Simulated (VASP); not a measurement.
Given:

```xyz
3
Lattice="1.7417 -3.0167 0.0000 1.7417 3.0167 0.0000 0.0000 0.0000 6.0507" Properties=species:S:1:pos:R:3 pbc="T T T"
Ti     0.0000     0.0000     0.0000
Se     1.7417     1.0056     1.5405
Se     1.7417    -1.0056     4.5102
```

Method: AM05 GGA, VASP's PBE PAW potentials (set 64) (plane waves; VASP). Settings: 520 eV cut-off, 11×11×6 Γ-centred mesh, tetrahedra with Blöchl corrections, potentials Ti_sv Se.

The cores are frozen, which limits the accuracy of field gradients. Without a dispersion term in the relaxation, distances and binding between the weakly bound layers, chains or molecules are unreliable, and so is what depends on them.

Give the principal components of the electric field gradient (V/Å²) and the asymmetry η at each nucleus.

```
atom   Vxx   Vyy    Vzz     η
----  ----  ----  -----  ----
Ti1   13.1  13.1  -26.2  0.00
Se2   16.5  16.5  -33.0  0.00
Se3   16.5  16.5  -33.0  0.00
```

The compound is TiSe2 in the 1T layered structure. It was relaxed first.
